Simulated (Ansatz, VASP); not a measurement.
**Na2W: VASP beside Ansatz**

```
Na W
1.0
    -1.35686    1.35686    8.74284
     1.35686   -1.35686    8.74284
     1.35686    1.35686   -8.74284
Na W
2 1
Direct
  0.34678 0.34678 0.00000
  0.65322 0.65322 0.00000
  0.00000 0.00000 0.00000
```

Alike in both runs: functional PBE; k mesh 8 × 8 × 8; occupations gaussian, width 0.1 eV; no spin polarisation.

Ansatz relaxed the structure, and its values are those at the end. VASP's run is a single point on that final structure, the one shown.

|  | VASP | Ansatz |
| --- | --- | --- |
| version | VASP 6.6.1 | Ansatz 0.2.0 |
| potentials or method | VASP PAW PBE potentials, release 64 (Na_pv, W_sv) | scalar-relativistic, plane waves, PAW |
| plane-wave cutoff (eV) | 520 | 420 |
| valence electrons in the cell | 28 | 32 |

Ansatz gave:

```
gap on the k mesh at the Fermi level (eV) : none
pressure (GPa)                            : 0.0
```

What did VASP give for the same quantities?

gap on the k mesh at the Fermi level (eV): none; pressure (GPa): 0.1.

A gap of «none» marks a metal or a gap that the smearing closes. The functional is the same, so the differences come from potentials, cutoffs and numerics. The two sets of potentials don't hold the same shells in valence.

Caveats: the k mesh is coarse (spacing up to 0.41 Å⁻¹), so the values aren't converged. The runs have no spin-orbit coupling, so splittings on W are missing.
